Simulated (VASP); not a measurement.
Calculation: r2SCAN meta-GGA, VASP's PBE PAW potentials (set 64) (plane waves; VASP 6.6.1).

The input files of a VASP run:

**INCAR**
```
! general
SYSTEM   =  NiP
PREC     =  Accurate
ENCUT    =  400   ! plane-wave cut-off (eV)
LREAL    =  F   ! projection in real space or not
LASPH    =  T

! electronic loop
EDIFF    =  1E-7
NELM     =  100
ALGO     =  Normal
LMAXMIX  =  4   ! l cut-off of mixed one-centre charges
LMIXTAU  =  T

! smearing
ISMEAR   =  -5   ! tetrahedra, Bloechl

! functional
METAGGA  =  R2SCAN

! ions
ISIF     =  2   ! forces and stress, cell fixed

! output
LWAVE    =  F
LCHARG   =  F
LORBIT   =  11
NEDOS    =  601
```

### POSCAR
```
NiP
1
    2.8643113987    -0.0000000000    -0.0000000000
    0.0000000000     2.8643113987    -0.0000000000
    0.0000000000     0.0000000000     2.8643113987
Ni P
1 1
Direct
  0.0000000000   0.0000000000   0.0000000000
  0.5000000000   0.5000000000   0.5000000000
```

**KPOINTS_OPT**
```
k-points along high-symmetry lines
10
Line-mode
Reciprocal
  0.000000   0.000000   0.000000 ! GAMMA
  0.000000   0.500000   0.000000 ! X

  0.000000   0.500000   0.000000 ! X
  0.500000   0.500000   0.000000 ! M

  0.500000   0.500000   0.000000 ! M
  0.000000   0.000000   0.000000 ! GAMMA

  0.000000   0.000000   0.000000 ! GAMMA
  0.500000   0.500000   0.500000 ! R

  0.500000   0.500000   0.500000 ! R
  0.000000   0.500000   0.000000 ! X

  0.500000   0.500000   0.500000 ! R
  0.500000   0.500000   0.000000 ! M
```

KPOINTS:
```
Regular mesh
0
G
  14 14 14
```

POTCAR, in this order: Ni P (PBE.64 set). Program: vasp_std.

What VASP printed:

### OSZICAR
```
       N       E                     dE             d eps       ncg     rms          rms(c)
DAV:   1     0.409184321024E+02    0.40918E+02   -0.58952E+03  2728   0.126E+03
DAV:   2    -0.215172817969E+02   -0.62436E+02   -0.58155E+02  2685   0.233E+02
DAV:   3    -0.241354555499E+02   -0.26182E+01   -0.24964E+01  3090   0.539E+01
DAV:   4    -0.241924675871E+02   -0.57012E-01   -0.56666E-01  3063   0.754E+00
DAV:   5    -0.241939226037E+02   -0.14550E-02   -0.14464E-02  3212   0.128E+00    0.138E+01
DAV:   6    -0.250747380065E+02   -0.88082E+00   -0.44176E+01  2882   0.147E+02    0.215E+01
DAV:   7    -0.208490006526E+02    0.42257E+01   -0.11815E+01  3073   0.933E+01    0.465E+00
DAV:   8    -0.208166462430E+02    0.32354E-01   -0.15094E+00  3459   0.232E+01    0.262E+00
DAV:   9    -0.207838503168E+02    0.32796E-01   -0.12839E-01  3351   0.562E+00    0.724E-01
DAV:  10    -0.207895752540E+02   -0.57249E-02   -0.31908E-02  3210   0.346E+00    0.155E-01
DAV:  11    -0.207899767420E+02   -0.40149E-03   -0.16596E-03  2844   0.465E-01    0.875E-02
DAV:  12    -0.207899637876E+02    0.12954E-04   -0.22846E-04  3327   0.240E-01    0.532E-02
DAV:  13    -0.207900341947E+02   -0.70407E-04   -0.19248E-04  3125   0.253E-01    0.135E-02
DAV:  14    -0.207900425938E+02   -0.83990E-05   -0.13034E-05  3049   0.373E-02    0.115E-02
DAV:  15    -0.207900456408E+02   -0.30471E-05   -0.29741E-06  2939   0.186E-02    0.717E-03
DAV:  16    -0.207900467732E+02   -0.11324E-05   -0.36270E-07  2633   0.828E-03    0.330E-03
DAV:  17    -0.207900467321E+02    0.41100E-07   -0.71452E-08  1536   0.382E-03
   1 F= -.20790047E+02 E0= -.20790047E+02  d E =0.000000E+00
       N       E                     dE             ncg
```

OUTCAR:
```
------------------------ aborting loop because EDIFF is reached ----------------------------------------
  FORCE on cell =-STRESS in cart. coord.  units (eV):
  Direction    XX          YY          ZZ          XY          YZ          ZX
  --------------------------------------------------------------------------------------
  Total       -0.0398629     -0.0398629     -0.0398629      0.0000000      0.0000000      0.0000000
  in kB       -2.7178049     -2.7178049     -2.7178049      0.0000000      0.0000000      0.0000000
  external PRESSURE =      -2.7178049 kB  Pullay stress =       0.0000000 kB
  volume of cell :       23.50
      direct lattice vectors                 reciprocal lattice vectors
     2.864311399  0.000000000  0.000000000     0.349124051  0.000000000  0.000000000
     0.000000000  2.864311399  0.000000000     0.000000000  0.349124051  0.000000000
     0.000000000  0.000000000  2.864311399     0.000000000  0.000000000  0.349124051
 POSITION                                       TOTAL-FORCE (eV/Angst)
 -----------------------------------------------------------------------------------
      0.00000      0.00000      0.00000         0.000000      0.000000      0.000000
      1.43216      1.43216      1.43216         0.000000      0.000000      0.000000
 -----------------------------------------------------------------------------------
    total drift:                               -0.000000      0.000000     -0.000000
  FREE ENERGIE OF THE ION-ELECTRON SYSTEM (eV)
  ---------------------------------------------------
  free  energy   TOTEN  =       -20.7900467321 eV

  energy  without entropy=      -20.7900467321  energy(sigma->0) =      -20.79004673

 total charge

# of ion       s       p       d       tot
------------------------------------------
    1        0.408   0.489   8.494   9.391
    2        1.118   1.275   0.000   2.394
--------------------------------------------------
tot          1.527   1.764   8.494  11.785
```
(Selected blocks of OUTCAR.)

For a metal the tetrahedron method with Blöchl corrections gives inexact stress and forces.

The structure was generated: NiP was put into the CsCl type type (Pm-3m), which need not be its known phase. It was relaxed first, which changed the volume by -13 %. The run is not spin-polarised, so no magnetic state was tried. The electron count is odd and the run is not spin-polarised, which forces a metal.
